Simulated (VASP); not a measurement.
Write the native input for VASP 6.6.1 that does the following.

```
Task                   : single point
Functional             : PBEsol
Potentials or basis    : VASP PAW PBE potentials, release 64 (Sn_d, Se)
Cutoff                 : 520 eV
k mesh                 : 12 × 12 × 8
Occupations            : gaussian, width 0.02 eV
Spin                   : no spin polarisation
Further INCAR settings : ALGO = Fast; EDIFF = 1e-07; NBANDS = 20
```

The structure of SnSe2 lies in POSCAR:

```
SnSe2
1.0
    3.8192700000      0.0000000000      0.0000000000
   -1.9096300000      3.3075800000      0.0000000000
    0.0000000000      0.0000000000      6.1533200000
Sn Se
1 2
Direct
    0.0000000000      0.0000000000      0.0000000000
    0.6666700000      0.3333300000      0.7418900000
    0.3333300000      0.6666700000      0.2581100000
```

The cell is a database's computed one.

The input as run:

INCAR

```
SYSTEM = SnSe2
PREC = Accurate
ENCUT = 520
EDIFF = 1E-7
ISMEAR = 0
SIGMA = 0.02
LREAL = .FALSE.
LASPH = .TRUE.
NELM = 100
ALGO = Fast
ISIF = 2
LWAVE = .FALSE.
LCHARG = .TRUE.
GGA = PS
LELF = .TRUE.
LVHAR = .TRUE.
NBANDS = 20
```

KPOINTS

```
regular mesh
0
G
  12 12 8
  0 0 0
```

Potentials or basis: VASP PAW PBE potentials, release 64 (Sn_d, Se).

Launch:

```console
$ cat potpaw_PBE.64/Sn_d/POTCAR potpaw_PBE.64/Se/POTCAR > POTCAR
$ mpirun -np 1 vasp_std > vasp.out
```

Results of the run:

The pressure is 0.0 GPa and the band gap on the k mesh is 0.49 eV, indirect (least direct gap 0.98 eV).

Caveat: the PAW data sets were made with another functional, which shifts forces and pressure a little; spin-orbit coupling is left out, which moves the levels of the heavy elements; this functional lacks dispersion, which binds the layers, so the pressure and a relaxed spacing across them are unreliable.

Run time: 7.1 min on 1 thread of Intel(R) Xeon(R) Platinum 8488C (Sapphire Rapids) (shared host), peak memory 0.56 GiB.
